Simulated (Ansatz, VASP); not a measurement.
HfMoC2: VASP beside Ansatz

```
CELL_PARAMETERS angstrom
3.14829 0.00000 0.00000
0.00000 3.14829 0.00000
0.00000 0.00000 4.42455
ATOMIC_POSITIONS crystal
Hf 0.00000 0.00000 0.00000
Mo 0.50000 0.50000 0.50000
C 0.50000 0.50000 0.00000
C 0.00000 0.00000 0.50000
```

Change from the starting cell: volume scaled by 0.96.

Alike in both runs: task single point; functional PBEsol; k mesh 8 × 8 × 6; occupations fermi-dirac, width 0.05 eV; no spin polarisation.

```csv
,VASP,Ansatz
version,VASP 6.6.1,Ansatz 0.2.0
potentials or method,"VASP PAW PBE potentials, release 64 (Hf_pv, Mo_sv, C), cutoff 520 eV","all-electron LAPW, scalar-relativistic"
```

|  | VASP | Ansatz | Ansatz less VASP |
| --- | --- | --- | --- |
| gap on the k mesh at the Fermi level (eV) | none | none | - |
| pressure (GPa) | 2.8 | 2.6 | -0.21 |
| largest component of the traceless stress (GPa) | 3.06 | 3.08 | +0.019 |

A gap of «none» marks a metal or a gap that the smearing closes. Ansatz ran all-electron here, so the differences hold the error of VASP's frozen core and of both bases.

Caveats: the PAW data sets were made with another functional, which shifts forces and pressure a little (VASP). Spin-orbit coupling is left out, which matters for the levels of Hf.
